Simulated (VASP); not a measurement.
Level of theory: PBE GGA, VASP's PBE PAW potentials (set 64) (plane waves; VASP).

Input for VASP

File KPOINTS:
```
K-points
0
Gamma
10 10 6
0 0 0
```

### POSCAR
```
Tb
1
    1.8217236983    -3.1553175327    -0.0000000000
    1.8217236983     3.1553175327     0.0000000000
   -0.0000000000    -0.0000000000     5.6469661448
Tb
2
Direct
  0.3333330000   0.6666670000   0.2500000000
  0.6666670000   0.3333330000   0.7500000000
```

**INCAR**
```
NELM = 100
LCHARG = F
ISIF = 2   ! forces and stress, cell fixed
LMAXMIX = 6   ! l cut-off of mixed one-centre charges
PREC = Accurate
EDIFF = 1E-7
SIGMA = 0.1   ! width (eV)
LASPH = T   ! aspherical one-centre terms
SYSTEM = Tb
GGA = PE
LWAVE = F
ISMEAR = 1   ! Methfessel-Paxton
ENCUT = 480
ALGO = Normal
LREAL = F   ! projection in real space or not
```

POTCAR, in this order: Tb_3 (PBE.64 set). Program: vasp_std.

Output

**OSZICAR**
```
       N       E                     dE             d eps       ncg     rms          rms(c)
DAV:   1     0.407080600065E+02    0.40708E+02   -0.86381E+03  1456   0.116E+03
DAV:   2    -0.700227249996E+01   -0.47710E+02   -0.46554E+02  1521   0.249E+02
DAV:   3    -0.906310502904E+01   -0.20608E+01   -0.18871E+01  2012   0.303E+01
DAV:   4    -0.910963058529E+01   -0.46526E-01   -0.46232E-01  1719   0.448E+00
DAV:   5    -0.911092672677E+01   -0.12961E-02   -0.12953E-02  2078   0.610E-01    0.236E+01
DAV:   6    -0.911081184095E+01    0.11489E-03   -0.22939E-02  1722   0.128E+00    0.141E+01
DAV:   7    -0.911881994038E+01   -0.80081E-02   -0.42390E-02  1728   0.174E+00    0.219E-01
DAV:   8    -0.911849176675E+01    0.32817E-03   -0.23162E-03  1716   0.389E-01    0.614E-02
DAV:   9    -0.911850034158E+01   -0.85748E-05   -0.21639E-04  1791   0.116E-01    0.342E-02
DAV:  10    -0.911849386705E+01    0.64745E-05   -0.31091E-05  1681   0.410E-02    0.396E-02
DAV:  11    -0.911849514682E+01   -0.12798E-05   -0.41132E-06  1601   0.154E-02    0.135E-03
DAV:  12    -0.911849541184E+01   -0.26502E-06   -0.33934E-07  1761   0.475E-03    0.456E-03
DAV:  13    -0.911849523660E+01    0.17523E-06   -0.56765E-08   888   0.189E-03    0.754E-04
DAV:  14    -0.911849521723E+01    0.19371E-07   -0.12336E-08   908   0.104E-03
   1 F= -.91184952E+01 E0= -.91190244E+01  d E =0.158750E-02
```

### OUTCAR
```
------------------------ aborting loop because EDIFF is reached ----------------------------------------
  FORCE on cell =-STRESS in cart. coord.  units (eV):
  Direction    XX          YY          ZZ          XY          YZ          ZX
  --------------------------------------------------------------------------------------
  Total        0.0207110      0.0207110      0.0065788      0.0000000     -0.0000000      0.0000000
  in kB        0.5111419      0.5111417      0.1623635      0.0000000     -0.0000000      0.0000000
  external PRESSURE =       0.3948823 kB  Pullay stress =       0.0000000 kB
  volume of cell :       64.92
      direct lattice vectors                 reciprocal lattice vectors
     1.821723698 -3.155317533  0.000000000     0.274465332 -0.158462657  0.000000000
     1.821723698  3.155317533  0.000000000     0.274465332  0.158462657  0.000000000
     0.000000000  0.000000000  5.646966145     0.000000000  0.000000000  0.177086240
 POSITION                                       TOTAL-FORCE (eV/Angst)
 -----------------------------------------------------------------------------------
      1.82172      1.05177      1.41174        -0.000000     -0.000000      0.000000
      1.82172     -1.05177      4.23522         0.000000      0.000000      0.000000
 -----------------------------------------------------------------------------------
    total drift:                                0.000000      0.000111     -0.000010
  FREE ENERGIE OF THE ION-ELECTRON SYSTEM (eV)
  ---------------------------------------------------
  free  energy   TOTEN  =        -9.1184952172 eV

  energy  without entropy=       -9.1200827181  energy(sigma->0) =       -9.11902438
```
(Selected blocks of OUTCAR.)

The 4f electrons are frozen in the core of the lanthanide potential, so 4f levels, which can set the real gap, and their magnetism are missing.

The compound is Tb in the hcp structure. It was relaxed first.
